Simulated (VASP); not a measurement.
Consider the following.

```yaml
crystal:
  lattice:
    - [4.58123, 0.00000, 0.00000]
    - [-2.29061, 3.96746, 0.00000]
    - [0.00000, 0.00000, 7.42736]
  atoms:
    - { symbol: Ag, position: [0.33333, 0.66667, 0.00098] }
    - { symbol: Ag, position: [0.66667, 0.33333, 0.50098] }
    - { symbol: I, position: [0.33333, 0.66667, 0.37892] }
    - { symbol: I, position: [0.66667, 0.33333, 0.87892] }
```

Computed with PBEsol GGA, VASP's PBE PAW potentials (set 64) (plane waves; VASP 6.6.1). Numerical set-up: 300 eV cut-off, 6×6×3 Γ-centred mesh, Gaussian smearing of 0.010 eV, potentials Ag I.

Unless said otherwise, spin-orbit coupling is left out, though it shifts the bands of the heavy elements here.

Question: Predict the energy per atom (σ→0), band gap (on the k-mesh) with the smallest direct gap where there is one.

Answer: 
```json
{
  "band gap (on the k-mesh)": "1.23 eV",
  "smallest direct gap (on the k-mesh)": "1.23 eV",
  "energy per atom (σ→0)": "-2730 meV/atom"
}
```

The absolute energy has meaning only against runs of the same code, potentials and settings.

The structure comes from a computed database's AgI entry; how it stands against other phases isn't given here. The cell was not relaxed at this level.
